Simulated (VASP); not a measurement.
Output of a VASP run:

OUTCAR:
```
 ion  position               nearest neighbor table
   1  0.000  0.000  0.000-   2 2.92   3 2.92   4 2.92   2 2.92   3 2.92   2 2.92   4 2.92   2 2.92
                             3 2.92   4 2.92   3 2.92   4 2.92
   2  0.000  0.500  0.500-   1 2.92   3 2.92   4 2.92   1 2.92   4 2.92   1 2.92   3 2.92   1 2.92
                             3 2.92   4 2.92   4 2.92   3 2.92
   3  0.500  0.000  0.500-   1 2.92   2 2.92   4 2.92   1 2.92   4 2.92   2 2.92   4 2.92   4 2.92
                             1 2.92   2 2.92   1 2.92   2 2.92
   4  0.500  0.500  0.000-   1 2.92   2 2.92   3 2.92   2 2.92   3 2.92   1 2.92   3 2.92   3 2.92
                             1 2.92   2 2.92   2 2.92   1 2.92
  LATTYP: Found a simple cubic cell.
 ALAT       =     4.1350930907
 Subroutine PRICEL returns:
 Original cell was already a primitive cell.
 Subroutine GETGRP returns: Found 48 space group operations
The static configuration has the point symmetry O_h .
The dynamic configuration has the point symmetry O_h .
 Subroutine INISYM returns: Found 48 space group operations
 Subroutine IBZKPT returns following result:
 Found     20 irreducible k-points:

 Following reciprocal coordinates:
            Coordinates               Weight
  0.000000  0.000000  0.000000      1.000000
  0.142857  0.000000  0.000000      6.000000
  0.285714  0.000000  0.000000      6.000000
  0.428571  0.000000  0.000000      6.000000
  0.142857  0.142857  0.000000     12.000000
  0.285714  0.142857  0.000000     24.000000
  0.428571  0.142857  0.000000     24.000000
  0.285714  0.285714  0.000000     12.000000
  0.428571  0.285714  0.000000     24.000000
  0.428571  0.428571  0.000000     12.000000
  0.142857  0.142857  0.142857      8.000000
  0.285714  0.142857  0.142857     24.000000
  0.428571  0.142857  0.142857     24.000000
  0.285714  0.285714  0.142857     24.000000
  0.428571  0.285714  0.142857     48.000000
  0.428571  0.428571  0.142857     24.000000
  0.285714  0.285714  0.285714      8.000000
  0.428571  0.285714  0.285714     24.000000
  0.428571  0.428571  0.285714     24.000000
  0.428571  0.428571  0.428571      8.000000
   k-points           NKPTS =     20   k-points in BZ     NKDIM =     20   number of bands    NBANDS=     14
   number of dos      NEDOS =    301   number of ions     NIONS =      4
   total plane-waves  NPLWV =  32768
   dimension x,y,z NGX =    32 NGY =   32 NGZ =   32
   dimension x,y,z NGXF=    64 NGYF=   64 NGZF=   64
   ions per type =               1   3
   PREC   = accura    normal or accurate (medium, high low for compatibility)
   ISTART =      0    job   : 0-new  1-cont  2-samecut
   ICHARG =      2    charge: 1-file 2-atom 10-const
   ISPIN  =      1    spin polarized calculation?
   LNONCOLLINEAR =      F non collinear calculations
   LSORBIT =      F    spin-orbit coupling
   INIWAV =      1    electr: 0-lowe 1-rand  2-diag
   ENCUT  =  520.0 eV  38.22 Ry    6.18 a.u.   7.69  7.69  7.69*2*pi/ulx,y,z
   NELM   =    100;   NELMIN=  2; NELMDL= -5     # of ELM steps
   EDIFF  = 0.1E-05   stopping-criterion for ELM
   LREAL  =      F    real-space projection
   NLSPLINE    = F    spline interpolate recip. space projectors
   LMAXMIX     =    4 max onsite mixed and CHGCAR
   VOSKOWN=      0    Vosko Wilk Nusair interpolation
   EDIFFG = -.2E-01   stopping-criterion for IOM
   NSW    =     60    number of steps for IOM
   NBLOCK =      1;   KBLOCK =     60    inner block; outer block
   IBRION =      2    ionic relax: 0-MD 1-quasi-New 2-CG
   NFREE  =      1    steps in history (QN), initial steepest desc. (CG)
   ISIF   =      3    stress and relaxation
   ISYM   =      2    0-nonsym 1-usesym 2-fastsym
   TEIN   =    0.0    initial temperature
   TEBEG  =    0.0;   TEEND  =   0.0 temperature during run
   SMASS  =  -3.00    Nose mass-parameter (am)
   PSTRESS=    0.0 pullay stress
   NELECT =      20.0000    total number of electrons
   EFERMI =   0.00;   METHOD = LEGACY
   ISMEAR =     1;   SIGMA  =   0.10  broadening in eV -4-tet -1-fermi 0-gaus
   IALGO  =     38    algorithm
   LDIAG  =      T    sub-space diagonalisation (order eigenvalues)
   IMIX   =      4    mixing-type and parameters
     AMIX     =   0.40;   BMIX     =  1.00
...
```

**OSZICAR**
```
       N       E                     dE             d eps       ncg     rms          rms(c)
DAV:   1     0.115647598202E+03    0.11565E+03   -0.83843E+03   560   0.128E+03
DAV:   2    -0.106651176204E+02   -0.12631E+03   -0.12391E+03   566   0.366E+02
DAV:   3    -0.190691154295E+02   -0.84040E+01   -0.79661E+01   878   0.747E+01
DAV:   4    -0.192189830547E+02   -0.14987E+00   -0.14967E+00   814   0.106E+01
DAV:   5    -0.192224442975E+02   -0.34612E-02   -0.34610E-02   784   0.168E+00    0.863E+00
DAV:   6    -0.182639419728E+02    0.95850E+00   -0.50237E+00   934   0.257E+01    0.326E+00
DAV:   7    -0.182223199785E+02    0.41622E-01   -0.95942E-02   682   0.282E+00    0.183E+00
DAV:   8    -0.182012594205E+02    0.21061E-01   -0.36461E-02   872   0.189E+00    0.252E-01
DAV:   9    -0.182009736024E+02    0.28582E-03   -0.22437E-03   698   0.454E-01    0.911E-02
DAV:  10    -0.182009593755E+02    0.14227E-04   -0.12164E-04   860   0.117E-01    0.766E-02
DAV:  11    -0.182009510199E+02    0.83556E-05   -0.24071E-05   746   0.345E-02    0.351E-02
DAV:  12    -0.182009488022E+02    0.22177E-05   -0.13386E-05   916   0.463E-02    0.333E-03
DAV:  13    -0.182009487621E+02    0.40090E-07   -0.40093E-07   394   0.781E-03
   1 F= -.18200949E+02 E0= -.18200460E+02  d E =-.182009E+02
```

### OUTCAR
```
------------------------ aborting loop because EDIFF is reached ----------------------------------------
  FORCE on cell =-STRESS in cart. coord.  units (eV):
  Direction    XX          YY          ZZ          XY          YZ          ZX
  --------------------------------------------------------------------------------------
  Total        0.0221007      0.0221007      0.0221007      0.0000000      0.0000000      0.0000000
  in kB        0.5007953      0.5007953      0.5007953      0.0000000      0.0000000      0.0000000
  external PRESSURE =       0.5007953 kB  Pullay stress =       0.0000000 kB
  volume of cell :       70.71
      direct lattice vectors                 reciprocal lattice vectors
     4.135093091  0.000000000  0.000000000     0.241832524  0.000000000  0.000000000
     0.000000000  4.135093091  0.000000000     0.000000000  0.241832524  0.000000000
     0.000000000  0.000000000  4.135093091     0.000000000  0.000000000  0.241832524
 POSITION                                       TOTAL-FORCE (eV/Angst)
 -----------------------------------------------------------------------------------
      0.00000      0.00000      0.00000         0.000000      0.000000      0.000000
      0.00000      2.06755      2.06755         0.000000      0.000000      0.000000
      2.06755      0.00000      2.06755         0.000000      0.000000      0.000000
      2.06755      2.06755      0.00000         0.000000      0.000000      0.000000
 -----------------------------------------------------------------------------------
    total drift:                                0.000000      0.000000      0.000000
  FREE ENERGIE OF THE ION-ELECTRON SYSTEM (eV)
  ---------------------------------------------------
  free  energy   TOTEN  =       -18.2009487621 eV

  energy  without entropy=      -18.1994828093  energy(sigma->0) =      -18.20046011

 reached required accuracy - stopping structural energy minimisation
```
(Selected blocks of OUTCAR.)

File POSCAR:
```
Al3Sc
1
    4.1350930907     0.0000000000     0.0000000000
    0.0000000000     4.1350930907    -0.0000000000
    0.0000000000    -0.0000000000     4.1350930907
Sc Al
1 3
Direct
  0.0000000000   0.0000000000   0.0000000000
  0.0000000000   0.5000000000   0.5000000000
  0.5000000000   0.0000000000   0.5000000000
  0.5000000000   0.5000000000   0.0000000000
```

Q: Write an INCAR and KPOINTS that could have produced this output.

A: One answer among several that fit: the input of the run itself, RPBE GGA, plane waves, VASP's PBE PAW potentials (set 64).

INCAR:
```
ALGO = Normal
EDIFF = 1E-6
EDIFFG = -0.02
ENCUT = 520
GGA = RP
IBRION = 2
ISIF = 3
ISMEAR = 1
LASPH = .True.
LCHARG = .False.
LMAXMIX = 4
LREAL = .False.
LWAVE = .False.
NELM = 100
NSW = 60
PREC = Accurate
SIGMA = 0.1
SYSTEM = Al3Sc
```

### KPOINTS
```
Automatic mesh
0
Gamma
7 7 7
0 0 0
```

POTCAR, in this order: Sc_sv Al (PBE.64 set). Program: vasp_std.

The compound is Al3Sc in the L1_2 structure. It was relaxed first. The start is the result of an earlier pass.
